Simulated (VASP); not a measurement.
Here is the system:

```
Li2Se
1.0
    0.00000     3.01335     3.01335
    3.01335     0.00000     3.01335
    3.01335     3.01335     0.00000
Li Se
2 1
Direct
  0.25000   0.25000   0.25000
  0.75000   0.75000   0.75000
  0.00000   0.00000   0.00000
```

The numbers are results of MS2 meta-GGA, VASP's PBE PAW potentials (set 64) (plane waves; VASP), not measurements. Run with 520 eV cut-off, 7×7×7 Γ-centred mesh, Gaussian smearing of 0.050 eV, potentials Li_sv Se.

Task: Predict the energy per atom (σ→0), pressure.

Result: 
| Property | Result |
|---|---|
| energy per atom (σ→0) | -4.650 eV/atom |
| pressure | -16.4 kbar |

The absolute energy has meaning only against runs of the same code, potentials and settings.

The compound is Li2Se in the antifluorite structure. This cell is one point of a volume scan, at 1.06 of the reference volume.
